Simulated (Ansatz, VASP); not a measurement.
HfGe4: VASP beside Ansatz

The input INCAR:

```
SYSTEM = HfGe4
  PREC = Accurate
  ENCUT = 600
  EDIFF = 1E-7
  ISMEAR = 0
  SIGMA = 0.1
  LREAL = .False.
  LASPH = .True.
  NELM = 100
  ALGO = Normal
  ISIF = 3
  LWAVE = .False.
  LCHARG = .False.
  GGA = PE
  IBRION = 2
  NSW = 100
  EDIFFG = -0.01
```

Contents of KPOINTS:

```
Automatic mesh
0
Gamma
  10 10 10
  0 0 0
```

Contents of POSCAR:

```
HfGe4
1.0
   -3.0784431613      3.0784431613      3.0784431613
    3.0784431613     -3.0784431613      3.0784431613
    3.0784431613      3.0784431613     -3.0784431613
Hf Ge
1 4
Direct
    0.0000000000      0.0000000000      0.0000000000
    0.0000000000      0.0000000000      0.5000000000
    0.5000000000      0.0000000000      0.0000000000
    0.5000000000      0.5000000000      0.5000000000
    0.0000000000      0.5000000000      0.0000000000
```

Input for Ansatz:

```yaml
crystal:
  lattice:
    - [-3.0784431613, 3.0784431613, 3.0784431613]
    - [3.0784431613, -3.0784431613, 3.0784431613]
    - [3.0784431613, 3.0784431613, -3.0784431613]
  atoms:
    - { symbol: Hf, position: [0.0, 0.0, 0.0] }
    - { symbol: Ge, position: [0.0, 0.0, 0.5] }
    - { symbol: Ge, position: [0.5, 0.0, 0.0] }
    - { symbol: Ge, position: [0.5, 0.5, 0.5] }
    - { symbol: Ge, position: [0.0, 0.5, 0.0] }
basis:
  ecutwfc: 420
kpoints:
  mp_grid: { grid: [10, 10, 10] }
hamiltonian:
  xc: pbe
scf:
  occupations: { method: gaussian, width: 0.1 }
output:
  forces: true
  stress: true
  eigenvalues: true
  write_density: true
  write_potential: true
  elf: true
  volumetric_format: npy
relax:
  adjacent_minimum: "off"
  f_tol: 0.01
  max_steps: 80
  cell: { stress_tol: 0.05 }
```

Change from the starting cell: species swapped into the NiHg4 type (Im-3m, No. 229).

Alike in both runs: task relaxation of cell and atoms; functional PBE; k mesh 10 × 10 × 10; occupations gaussian, width 0.1 eV; no spin polarisation.

```csv
,VASP,Ansatz
version,VASP 6.6.1,Ansatz 0.2.0
potentials or method,"VASP PAW PBE potentials, release 64 (Hf_pv, Ge_d)","scalar-relativistic, plane waves, PAW"
plane-wave cutoff (eV),600,420
valence electrons in the cell,66,82
```

|  | VASP | Ansatz | Ansatz less VASP |
| --- | --- | --- | --- |
| gap on the k mesh at the Fermi level, each at its own relaxed structure (eV) | none | none | - |
| relaxed volume (Å³/atom) | 23.15 | 23.14 | -0.005 |
| relaxed cell length with the largest relative difference (Å) | 5.317 | 5.317 | -0.0004 |

A gap of «none» marks a metal or a gap that the smearing closes. The two sets of potentials don't hold the same shells in valence.

The runs have no spin-orbit coupling, so splittings on Hf are missing.
